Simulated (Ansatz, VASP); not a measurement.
# Cross-check of Hf (ladder Hf chain) between VASP and Ansatz, part 2 of 2

One calculation is typed for both programs; each brings its own data sets. How far apart do they land? The structure shown is the end of the Ansatz relaxation below.

VASP 6.6.1 and Ansatz 0.2.0.

So far. Step 4 (Differences): The forces differ by 62 meV/Å r.m.s., where the r.m.s. force is 0.001 eV/Å in Ansatz and 0.061 eV/Å in VASP: the atoms lie near their places of rest in Ansatz, so a percentage would say little (all taken over all components).

## (6) VASP: single point, RPBE

Level of this step: RPBE, zero-moment start; plane waves and PAW (Hf_pv) (VASP).

The same cell, functional, mesh and smearing now go to VASP, with its own data sets.

INCAR reads:

```
SYSTEM = Hf
PREC = Accurate
ENCUT = 500
EDIFF = 1E-06
NELM = 200
ISMEAR = -1
SIGMA = 0.05
LREAL = .FALSE.
ALGO = Normal
GGA = RP
NBANDS = 17
ISPIN = 2
MAGMOM = -0 -0
LASPH = .TRUE.
LMAXMIX = 4
LORBIT = 11
LWAVE = .FALSE.
LCHARG = .FALSE.
ISIF = 2
GGA_COMPAT = .FALSE.
KPAR = 2
```

POSCAR reads:

```
Hf
1.0
    9.0000000000      0.0000000000      0.0000000000
    0.0000000000      7.5000000000      0.0000000000
    0.0000000000      0.0000000000      2.9268134858
Hf
2
Direct
    0.3728608240      0.5000000000      0.0000000000
    0.6271391760      0.5000000000      0.5000000000
```

KPOINTS reads:

```
Automatic mesh
0
Gamma
1 1 24
0 0 0
```

The projector-augmented-wave data sets are Hf_pv (PBE family, release 64).

Run with:

```bash
$ mpirun -np 2 vasp_std
```

Numbers of over 12 decimals in the logs are rounded to 6 here.

Log:

```text
[banner, memory and clock lines left out]
running    2 mpi-ranks, on    1 nodes
[...]
|                                                                             |
|               ----> ADVICE to this user running VASP <----                  |
|                                                                             |
|     You enforced a specific xc type in the INCAR file but a different       |
|     [... a line on the potential file left out ...]
|     I HOPE YOU KNOW WHAT YOU ARE DOING!                                     |
|                                                                             |

 LDA part: xc-table for (Slater+PW92), standard interpolation
 POSCAR, INCAR and KPOINTS ok, starting setup
[...]
entering main loop
       N       E                     dE             d eps       ncg     rms          rms(c)
DAV:   1     0.413541955281E+02    0.41354E+02   -0.10277E+04  1140   0.865E+02
DAV:   2    -0.118047924435E+02   -0.53159E+02   -0.50887E+02  1196   0.161E+02
DAV:   3    -0.159512446936E+02   -0.41465E+01   -0.40389E+01  1218   0.311E+01
DAV:   4    -0.160410610763E+02   -0.89816E-01   -0.89431E-01  1223   0.501E+00
[...]
DAV:  16    -0.137744776064E+02    0.83362E-05   -0.81430E-06  1094   0.141E-02    0.359E-03
DAV:  17    -0.137744745866E+02    0.30198E-05   -0.64474E-06   931   0.134E-02    0.249E-03
DAV:  18    -0.137744746025E+02   -0.15889E-07   -0.32027E-06   976   0.107E-02
   1 F= -.13774475E+02 E0= -.13759581E+02  d E =-.297866E-01  mag=     0.0000
```

Parts of OUTCAR (step 6):

```text
  Total        0.9995869     -0.1100877     -0.2123896      0.0000000      0.0000000      0.0000000
  in kB        8.1064799     -0.8927924     -1.7224435      0.0000000      0.0000000      0.0000000
  external PRESSURE =       1.8304147 kB  Pullay stress =       0.0000000 kB

 POSITION                                       TOTAL-FORCE (eV/Angst)
 -----------------------------------------------------------------------------------
      3.35575      3.75000      0.00000         0.103823      0.000000      0.000000
      5.64425      3.75000      1.46341        -0.103823      0.000000      0.000000
 -----------------------------------------------------------------------------------
    total drift:                               -0.000000      0.000000      0.000000

  FREE ENERGIE OF THE ION-ELECTRON SYSTEM (eV)
  ---------------------------------------------------
  free  energy   TOTEN  =       -13.7744746025 eV

  energy  without entropy=      -13.7446879961  energy(sigma->0) =      -13.75958130

 magnetization (x)
# of ion       s       p       d       tot
------------------------------------------
    1        0.000   0.000  -0.000  -0.000
    2        0.000   0.000  -0.000  -0.000
--------------------------------------------------
tot          0.000   0.000  -0.000  -0.000

[... 3 further parts left out ...]
[key lines of the parts left out:]
E-fermi :  -1.3045
```

## (7) Comparison

What differs besides the data sets and the points named for the pairs above, as far as they apply: the data sets hold 52 valence electrons in Ansatz (on its default PAW (the set named soft_2) files) and 20 in VASP; Ansatz makes its cores anew for this functional, VASP keeps those of its PBE data sets. Total energies have different zeros and are not compared.

Compared:

```tsv
quantity	Ansatz	VASP	difference
pressure (GPa)	0.31	0.18	+0.12
```

Forces (eV/Å; atoms numbered as in POSCAR):

```tsv
atom	Ansatz x, y, z	VASP x, y, z
Hf1	-0.002, 0.000, 0.000	0.104, 0.000, 0.000
Hf2	0.002, 0.000, 0.000	-0.104, 0.000, 0.000
```

The forces differ by 61 meV/Å r.m.s., where the r.m.s. force is 0.001 eV/Å in Ansatz and 0.060 eV/Å in VASP: the atoms lie near their places of rest in Ansatz, so a percentage would say little (all taken over all components).

## (8) Ansatz: relaxation, PBEsol

This run makes the geometry at which the two programs are then compared. The cell compared in this pair holds 191.92 Å³, against 197.56 Å³ for the pair before.

The structure compared here is the end of the Ansatz relaxation.

input.yaml reads:

```yaml
crystal:
  lattice:
    - [9.0, 0.0, 0.0]
    - [0.0, 7.5, 0.0]
    - [0.0, 0.0, 3.42475]
  atoms:
    - { symbol: Hf, position: [0.337444444, 0.5, 0.0], spin: 1.0 }
    - { symbol: Hf, position: [0.662555556, 0.5, 0.5], spin: 1.0 }
magnetization:
  spin_polarized: true
kpoints:
  mp_grid: { grid: [1, 1, 24] }
scf:
  occupations: { method: fermi_dirac, width: 0.05 }
hamiltonian:
  xc: pbesol
relax:
  cell: { fix: [a, b, alpha, beta, gamma] }
  max_steps: 60
```

Run with:

```bash
$ ansatz run input.yaml --threads 4 --pin off --max-ram 8192MiB --backend cpu --events-out ev --progress --plain --runs-dir out
```

Log:

```text
[...]
Crystal: 2 atoms, lattice volume = 231.171 Å³
Basis set: ecut = 420 eV, 4517 PW (Γ), exchange–correlation on 128×108×48 points (8 copies of the dense FFT grid, shifted against one another)
Bands: 33, of which v1, the nominal top of the filled ones, is band 26 counted from 1 (25 counted from 0)
Symmetry: 8 space group operations
[...]
0.000000       0.000000      -0.048172
  P = ⅓ Tr σ = 0.2279 GPa (2.279 kbar)
--- Relaxed structure (8 steps of the walk, 8 accepted, 1 SCFs on fresh bases) ---
[...]
cell:  # Å, volume = 191.9177 Å³
    - [9.0, 0, 0]
    - [0, 7.5, 0]
    - [0, 0, 2.843225]
  atoms:
    - { symbol: Hf, position: [0.374464, 0.5, -5.400346190955535e-18] }
    - { symbol: Hf, position: [0.625536, 0.5, 0.5] }
[key lines of the parts left out:]
SCF converged after 10 iterations
Magnetization: -0.0007 μB (25.9996 up, 26.0004 down)
Free energy (F): -31190.113720 eV
Fermi energy:    1.932753 eV
```

## (9) VASP: single point, PBEsol

The same cell, functional, mesh and smearing now go to VASP, with its own data sets.

INCAR: that of step 6 with these lines changed.

```diff
@@ -9,3 +9,3 @@
 ALGO = Normal
-GGA = RP
+GGA = PS
 NBANDS = 17
```

POSCAR reads:

```
Hf
1.0
    9.0000000000      0.0000000000      0.0000000000
    0.0000000000      7.5000000000      0.0000000000
    0.0000000000      0.0000000000      2.8432251041
Hf
2
Direct
    0.3744637039      0.5000000000      0.0000000000
    0.6255362961      0.5000000000      0.5000000000
```

KPOINTS is that of step 6.

Run with:

```bash
$ mpirun -np 2 vasp_std
```

Log:

```text
[banner, memory and clock lines left out]
running    2 mpi-ranks, on    1 nodes
[...]
[... a notice as in an earlier step ...]

 LDA part: xc-table for (Slater+PW92), standard interpolation
 POSCAR, INCAR and KPOINTS ok, starting setup
[...]
entering main loop
       N       E                     dE             d eps       ncg     rms          rms(c)
DAV:   1     0.388080613788E+02    0.38808E+02   -0.10399E+04  1164   0.871E+02
DAV:   2    -0.136997724652E+02   -0.52508E+02   -0.50285E+02  1229   0.157E+02
DAV:   3    -0.176509547429E+02   -0.39512E+01   -0.38214E+01  1155   0.305E+01
DAV:   4    -0.177264272798E+02   -0.75473E-01   -0.75053E-01  1259   0.480E+00
[...]
DAV:  16    -0.150791034669E+02   -0.23507E-04   -0.10209E-05  1074   0.142E-02    0.516E-03
DAV:  17    -0.150791079562E+02   -0.44892E-05   -0.43518E-06   936   0.902E-03    0.228E-03
DAV:  18    -0.150791085783E+02   -0.62214E-06   -0.72185E-07   779   0.302E-03
   1 F= -.15079109E+02 E0= -.15063562E+02  d E =-.310934E-01  mag=    -0.0016
```

Parts of OUTCAR (step 9):

```text
  Total        0.8396016     -0.1994961     -0.2376107      0.0000000      0.0000000      0.0000000
  in kB        7.0092062     -1.6654442     -1.9836340      0.0000000      0.0000000      0.0000000
  external PRESSURE =       1.1200427 kB  Pullay stress =       0.0000000 kB

 POSITION                                       TOTAL-FORCE (eV/Angst)
 -----------------------------------------------------------------------------------
      3.37017      3.75000      0.00000         0.091224      0.000000      0.000000
      5.62983      3.75000      1.42161        -0.091224      0.000000      0.000000
 -----------------------------------------------------------------------------------
    total drift:                               -0.000000      0.000000      0.000000

  FREE ENERGIE OF THE ION-ELECTRON SYSTEM (eV)
  ---------------------------------------------------
  free  energy   TOTEN  =       -15.0791085783 eV

  energy  without entropy=      -15.0480152125  energy(sigma->0) =      -15.06356190

 magnetization (x)
# of ion       s       p       d       tot
------------------------------------------
    1       -0.000  -0.000  -0.000  -0.000
    2       -0.000  -0.000  -0.000  -0.000
--------------------------------------------------
tot         -0.000  -0.000  -0.000  -0.001

[... 1 part as in an earlier step ...]

[... 2 further parts left out ...]
[key lines of the parts left out:]
E-fermi :  -1.5607
```

## (10) Side by side

What differs besides the data sets and the points named for the pairs above, as far as they apply: the data sets hold 52 valence electrons in Ansatz (on its default PAW (the set named soft_2) files) and 20 in VASP. Total energies have different zeros and are not compared.

Compared:

```tsv
quantity	Ansatz	VASP	difference
pressure (GPa)	0.23	0.11	+0.12
```

Forces (eV/Å; atoms numbered as in POSCAR):

```tsv
atom	Ansatz x, y, z	VASP x, y, z
Hf1	-0.010, 0.000, 0.000	0.091, 0.000, 0.000
Hf2	0.010, 0.000, 0.000	-0.091, 0.000, 0.000
```

The forces differ by 58 meV/Å r.m.s., where the r.m.s. force is 0.006 eV/Å in Ansatz and 0.053 eV/Å in VASP: the atoms lie near their places of rest in Ansatz, so a percentage would say little (all taken over all components).

## (11) Summary of results

| Property | Result |
| --- | --- |
| r.m.s. force difference (single point, PBE) | 62 meV/Å |
| r.m.s. force difference (single point, RPBE) | 61 meV/Å |
| r.m.s. force difference (single point, PBEsol) | 58 meV/Å |

What this shows: The r.m.s. force difference is 62 meV/Å (single point, PBE), beyond the 12 meV/Å picked in this series as the mark of a large difference. The data sets hold unlike numbers of valence electrons (52 in Ansatz and 20 in VASP), so part of the differences comes from the potentials. What causes the difference of the single point, PBE pair stays open here. What causes the difference of the single point, RPBE pair stays open here. What causes the difference of the single point, PBEsol pair stays open here. 5 further runs of this series are not shown here. Such differences can come from data sets, numerical settings and the points named under the comparisons, not from the functional's error against experiment.

[Lines on the potential files, build, host, timing and source positions are cut from VASP's logs without a mark.]

[Logs are printed without paths, hosts, clocks, repeated set-up lines and the standing remarks that a program may print on its own settings, such as how far it seeks lower states.]

[Hosts, paths, dates, database ids (printed as entryN), source tags and the programs' standing remarks are cut or masked in the printed files.]
